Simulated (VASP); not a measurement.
VASP runs on GeBr2 (space group P6_3/mmc) share one base input (PBE GGA, plane waves, VASP's PBE PAW potentials (set 64)) and change the settings named in each case.

### KPOINTS
```
Automatic mesh
0
Gamma
5 5 1
0 0 0
```

**POSCAR**
```
GeBr2
1
    3.4208670000     0.0000000000     0.0000000000
   -1.7104330000     2.9625580000     0.0000000000
    0.0000000000     0.0000000000    13.3057760000
Ge Br
2 4
Direct
  0.3333330000   0.6666670000   0.2500000000
  0.6666670000   0.3333330000   0.7500000000
  0.3333330000   0.6666670000   0.6275000000
  0.6666670000   0.3333330000   0.1275000000
  0.6666670000   0.3333330000   0.3725000000
  0.3333330000   0.6666670000   0.8725000000
```

### INCAR
```
PREC  =  Accurate
NELM  =  100
LREAL  =  .FALSE.   # projection in real space or not
LCHARG  =  .FALSE.
LMAXMIX  =  4
ALGO  =  Normal   # blocked Davidson
EDIFF  =  1E-6
LWAVE  =  .FALSE.
ISIF  =  2   # forces and stress, cell fixed
SYSTEM  =  GeBr2
SIGMA  =  0.1
ENCUT  =  300   # plane-wave cut-off (eV)
GGA  =  PE
ISMEAR  =  -1   # Fermi-Dirac
LASPH  =  .TRUE.   # aspherical one-centre terms
```

POTCAR, in this order: Ge_d Br (PBE.64 set). Program: vasp_std.

```
change                                                                                                                                                              E(σ→0) (eV/atom)  pressure (GPa)  largest force (eV/Å)  −TS (eV)
------------------------------------------------------------------------------------------------------------------------------------------------------------------  ----------------  --------------  --------------------  --------
base run                                                                                                                                                                     -2.5307           23.43                 2.949   -0.0017
GGA removed, POTCAR Ge_d Br (LDA.64 set)                                                                                                                                     -3.2543           17.74                 2.532   -0.0022
GGA_COMPAT = .FALSE., LNONCOLLINEAR = .TRUE., LSORBIT = .TRUE., MAGMOM = 0.0 0.0 0.0 0.0 0.0 0.0 0.0 0.0 0.0 0.0 0.0 0.0 0.0 0.0 0.0 0.0 0.0 0.0, program vasp_ncl           -2.5514           23.46                 2.950   -0.0017
KPOINTS 1×1×1 Γ-centred mesh                                                                                                                                                  2.5131           74.13                 2.286    0.0000
```
 Energies of different potentials or functionals have different zeros.  At 300 eV the pressure can carry a Pulay error.

Left out are runs that ran out of time, are held back, or changed the cell or the kind of run, fixed moments of cells without a moment, rows past the twelfth, gaps on odd meshes, pressures of charged cells and columns that move by less than the noise.

The structure was generated: GeBr2 was put into an ordered model structure, which need not be its known phase. The cell was not relaxed at this level, forces remain on its atoms.
